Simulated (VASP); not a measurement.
# KTe2C4 (P6/mmm) in VASP: single point with PBE

Aim: the single point of KTe2C4 with PBE.

All numbers are computed with VASP 6.6.1; they aren't measurements. Logs are shortened: lines on timing, memory, paths and dates and some standing lists are left out, and cuts for length are marked.

## (1) The cell of the first run

Symmetry: P6/mmm, No. 191, hexagonal system. The conventional cell has a = 4.174 Å, b = 4.174 Å, c = 9.787 Å, α = 90.00°, β = 90.00°, γ = 120.00°. K (site symmetry 6/mmm) is surrounded by 6 C at 2.41 Å. Around Te (site symmetry 6mm) lie 1 Te at 2.65 Å and 6 C at 2.75 Å. C (site symmetry -6m2) is surrounded by 3 K at 2.41 Å and 3 C at 2.41 Å. C (site symmetry -6m2) is surrounded by 3 C at 2.41 Å and 6 Te at 2.75 Å.

The cell was built by a generator and needn't be a form met in nature.

## (2) Single point, PBE (random cell by space group and Wyckoff sites (P6/mmm, No. 191))

INCAR

```
PREC = Accurate
ENCUT = 520
EDIFF = 1E-6
ISMEAR = 0
SIGMA = 0.1
LREAL = False
LASPH = True
NELM = 100
ALGO = Fast
ISIF = 2
LWAVE = False
LCHARG = False
GGA = PE
NBANDS = 28
```

KPOINTS

```
Automatic mesh
0
Gamma
  12 12 4
```

POSCAR

```
KTe2C4
1.0
    4.1743731631      0.0000000000      0.0000000000
   -2.0871865815      3.6151132041      0.0000000000
    0.0000000000      0.0000000000      9.7869074636
K Te C
1 2 4
Direct
    0.0000000000      0.0000000000      0.0000000000
    0.0000000000      0.0000000000      0.6354865745
    0.0000000000      0.0000000000      0.3645134255
    0.3333333333      0.6666666667      0.0000000000
    0.6666666667      0.3333333333      0.0000000000
    0.3333333333      0.6666666667      0.5000000000
    0.6666666667      0.3333333333      0.5000000000
```

Potentials or basis: VASP PAW PBE potentials, release 64 (K_sv, Te, C).

The run is started by

```console
$ cat potpaw_PBE.64/K_sv/POTCAR potpaw_PBE.64/Te/POTCAR potpaw_PBE.64/C/POTCAR > POTCAR
$ mpirun -np 1 vasp_std > vasp.out
```

OUTCAR:

```text
PREC = Accurate
   ENCUT = 520
   EDIFF = 1E-6
   ISMEAR = 0
   LREAL = False
   LASPH = True
   NELM = 100
   ISIF = 2
   GGA = PE

 ion  position               nearest neighbor table
   1  0.000  0.000  0.000-   4 2.41   5 2.41   4 2.41   5 2.41   5 2.41   4 2.41   2 3.57   3 3.57

   2  0.000  0.000  0.635-   3 2.65   6 2.75   7 2.75   6 2.75   7 2.75   7 2.75   6 2.75   1 3.57

   3  0.000  0.000  0.365-   2 2.65   6 2.75   7 2.75   6 2.75   7 2.75   7 2.75   6 2.75   1 3.57

   4  0.333  0.667  0.000-   1 2.41   1 2.41   1 2.41
   5  0.667  0.333  0.000-   1 2.41   1 2.41   1 2.41
   6  0.333  0.667  0.500-   2 2.75   3 2.75   2 2.75   3 2.75   2 2.75   3 2.75
   7  0.667  0.333  0.500-   2 2.75   3 2.75   2 2.75   3 2.75   2 2.75   3 2.75

  LATTYP: Found a hexagonal cell.
 ALAT       =     4.1743731631
 C/A-ratio  =     2.3445214602

  Lattice vectors:

 A1 = (   4.1743731631,   0.0000000000,   0.0000000000)
 A2 = (  -2.0871865815,   3.6151132041,   0.0000000000)
 A3 = (   0.0000000000,   0.0000000000,   9.7869074636)

Analysis of symmetry for initial positions (statically):
=====================================================================
 Subroutine PRICEL returns:
 Original cell was already a primitive cell.

 Routine SETGRP: Setting up the symmetry group for a
 hexagonal supercell.

 Subroutine GETGRP returns: Found 24 space group operations
 (whereof 24 operations were pure point group operations)
 out of a pool of 24 trial point group operations.

The static configuration has the point symmetry D_6h.

Analysis of symmetry for dynamics (positions and initial velocities):
=====================================================================
 Subroutine PRICEL returns:
 Original cell was already a primitive cell.

 Routine SETGRP: Setting up the symmetry group for a
 hexagonal supercell.

 Subroutine GETGRP returns: Found 24 space group operations
 (whereof 24 operations were pure point group operations)
 out of a pool of 24 trial point group operations.

The dynamic configuration has the point symmetry D_6h.

 Subroutine INISYM returns: Found 24 space group operations
 (whereof 24 operations are pure point group operations),
 and found     1 'primitive' translations

----------------------------------------------------------------------------------------

                                     Primitive cell
[... 100 lines left out ...]
   NELM   =    100;   NELMIN=  2; NELMDL= -5     # of ELM steps
   EDIFF  = 0.1E-05   stopping-criterion for ELM
   LREAL  =      F    real-space projection
   EDIFFG = 0.1E-04   stopping-criterion for IOM
   NSW    =      0    number of steps for IOM
   IBRION =     -1    ionic relax: 0-MD 1-quasi-New 2-CG
   NFREE  =      0    steps in history (QN), initial steepest desc. (CG)
   ISIF   =      2    stress and relaxation
   ISYM   =      2    0-nonsym 1-usesym 2-fastsym
   POTIM  = 0.5000    time-step for ionic-motion
   TEBEG  =    0.0;   TEEND  =   0.0 temperature during run
   PSTRESS=    0.0 pullay stress
   NELECT =      37.0000    total number of electrons
   NUPDOWN=      -1.0000    fix difference up-down
   EMIN   =  10.00;   EMAX   =-10.00  energy-range for DOS
   EFERMI =   0.00;   METHOD = LEGACY
   ISMEAR =     0;   SIGMA  =   0.10  broadening in eV -4-tet -1-fermi 0-gaus
   EFERMI_NEDOS =   21; number of points for ismear=-14 and -15
   IALGO  =     68    algorithm
   IMIX   =      4    mixing-type and parameters
     AMIX     =   0.40;   BMIX     =  1.00
     AMIX_MAG =   1.60;   BMIX_MAG =  1.00
  volume/ion in A,a.u.               =      21.10       142.38
  Fermi-wavevector in a.u.,A,eV,Ry     =   1.032023  1.950240 14.491165  1.065071
  Thomas-Fermi vector in A             =   2.166200
   LORBIT       =      0    0 simple, 1 ext, 2 COOP (PROOUT), +10 PAW based schemes
   GGA     = PE    functional components
   LHFCALC =     F    Hartree Fock is set to
   AEXX    =    0.0000 exact exchange contribution
   IVDW    =     0    specifies the selected vdW correction
   LEPSILON=     F    determine dielectric tensor
   LRPA    =     F    only Hartree local field effects (RPA)
 non-spin polarized calculation
 RMM-DIIS sequential band-by-band and
 Gauss-broadening in eV      SIGMA  =   0.10
  energy-cutoff  :      520.00
  volume of cell :      147.69
 maximum number of plane-waves:      3996
 NGX is ok and might be reduce to    32
   NGX = 15   NGY = 15   NGZ = 37

 number of electron      36.9999999 magnetization

 Free energy of the ion-electron system (eV)
  ---------------------------------------------------
  ext. energy  EPLUGINS =         0.00000000
  ---------------------------------------------------
  free energy    TOTEN  =       -22.40181879 eV

  energy without entropy =      -22.37721263  energy(sigma->0) =      -22.38951571

 E-fermi :   3.4568     XC(G=0):  -8.9675

 val. band max:        3.4370262212   @ k =   0.2500   0.2500   0.0000
 cond. band min:       3.4699715289   @ k =   0.0000   0.0000   0.0000
 fundamental gap:      0.0329453076
 Fermi energy:         3.4567951896

 k-point     1 :       0.0000    0.0000    0.0000
  band No.  band energies     occupation
      1     -25.3447      2.00000
      2     -11.6173      2.00000
      3      -9.1095      2.00000
      4      -9.1095      2.00000
      5      -9.0250      2.00000
      6      -7.5528      2.00000
[... 733 lines left out ...]
     27       6.4844      0.00000
     28       6.5327      0.00000

 [... further k-points ...]
[... 5 lines left out ...]
  --------------------------------------------------------------------------------------
  -------------------------------------------------------------------------------------
  Total        0.2117463      0.2117463      0.0029665      0.0000000      0.0000000      0.0000000
  in kB        2.2970357      2.2970357      0.0321810      0.0000000      0.0000000      0.0000000
  external PRESSURE =       1.5420841 kB  Pullay stress =       0.0000000 kB

 VOLUME and BASIS-vectors are now :
 -----------------------------------------------------------------------------
  energy-cutoff  :      520.00
  volume of cell :      147.69
      direct lattice vectors                 reciprocal lattice vectors
     4.174373163  0.000000000  0.000000000     0.239556925  0.138308255  0.000000000
    -2.087186582  3.615113204  0.000000000     0.000000000  0.276616511  0.000000000
     0.000000000  0.000000000  9.786907464     0.000000000  0.000000000  0.102177322

 POSITION                                       TOTAL-FORCE (eV/Angst)
 -----------------------------------------------------------------------------------
      0.00000      0.00000      0.00000        -0.000000     -0.000000      0.000000
      0.00000      0.00000      6.21945        -0.000000      0.000000      0.000826
      0.00000      0.00000      3.56746         0.000000      0.000000     -0.000826
     -0.00000      2.41008      0.00000         0.000000     -0.000000      0.000000
      2.08719      1.20504      0.00000        -0.000000      0.000000      0.000000
     -0.00000      2.41008      4.89345        -0.000000      0.000000      0.000000
      2.08719      1.20504      4.89345         0.000000     -0.000000      0.000000
 -----------------------------------------------------------------------------------
    total drift:                               -0.000000      0.000000     -0.000000

  FREE ENERGIE OF THE ION-ELECTRON SYSTEM (eV)
  ---------------------------------------------------
  free  energy   TOTEN  =       -22.4018187903 eV

  energy  without entropy=      -22.3772126308  energy(sigma->0) =      -22.38951571
```

Run time: 3.1 min. Hardware: 1 thread of Intel Xeon Platinum 8488C (Sapphire Rapids), shared host; peak memory 0.41 GiB.

What came out:

* Free energy: -22.4018 eV
* Pressure: 0.2 GPa
* Band gap on the k mesh: none (metal or under the smearing width)

Levels at points of the mesh, in eV from the Fermi level:
```tsv
k point	band 16	band 17	band 18	band 19	band 20	band 21	band 22	band 23
(0.00, 0.00, 0.00)	-2.50	-2.50	-2.03	-1.12	0.01	0.01	0.73	1.81
(0.50, 0.00, 0.00)	-0.93	-0.76	-0.71	-0.35	0.30	0.85	1.70	1.81
(0.00, 0.00, 0.50)	-2.50	-2.50	-1.78	-1.18	0.02	0.02	0.73	1.71
(0.50, 0.00, 0.50)	-0.76	-0.70	-0.36	-0.36	0.44	0.89	1.40	1.66
```

Spin-orbit coupling is left out, which matters for the levels of Te.
